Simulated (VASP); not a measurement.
```xyz
4
Lattice="1.6690 -5.1049 0.0000 1.6690 5.1049 0.0000 0.0000 0.0000 4.1638" Properties=species:S:1:pos:R:3 pbc="T T T"
P      1.6690     4.0142     3.8677
P      1.6690     1.0908     1.7858
P      1.6690    -1.0908     2.3779
P      1.6690    -4.0142     0.2961
```

Computed with LDA (Ceperley-Alder, Perdew-Zunger), VASP's LDA PAW potentials (set 64) (plane waves; VASP 6.6.1). Numerical set-up: 520 eV cut-off, 10×10×8 Γ-centred mesh, first-order Methfessel-Paxton smearing of 0.10 eV, potentials P.

Problem. The ions and cell shape at fixed volume are relaxed. What does this cell relax into?

Solution. 
```xyz
4
Lattice="1.6515 -5.1323 0.0000 1.6515 5.1323 0.0000 0.0000 0.0000 4.1853" Properties=species:S:1:pos:R:3 pbc="T T T"
P      1.6515     4.0548     3.8767
P      1.6515     1.0776     1.7840
P      1.6515    -1.0776     2.4013
P      1.6515    -4.0548     0.3086
```
Space group Cmce (64), at a tolerance of 0.03 Å.

Problem. How much energy does the relaxation gain?

Solution. The energy (σ→0) changes by -3.1 meV/atom, in 7 ionic steps.

```
step  E(σ→0) (eV)  max force (eV/Å)  pressure (GPa)  volume (Å³)
----  -----------  ----------------  --------------  -----------
1        -24.1009             0.248           -2.41        70.95
2        -24.1095             0.098           -1.50        70.95
3        -24.1109             0.087           -0.97        70.95
4        -24.1128             0.023           -0.67        70.95
5        -24.1128             0.033           -0.63        70.95
6        -24.1131             0.006           -0.58        70.95
7        -24.1131             0.004           -0.59        70.95
```

The compound is P in the black structure. This cell is one point of a volume scan, at 1.03 of the reference volume. Symmetry was kept, so distortions that lower it aren't found.
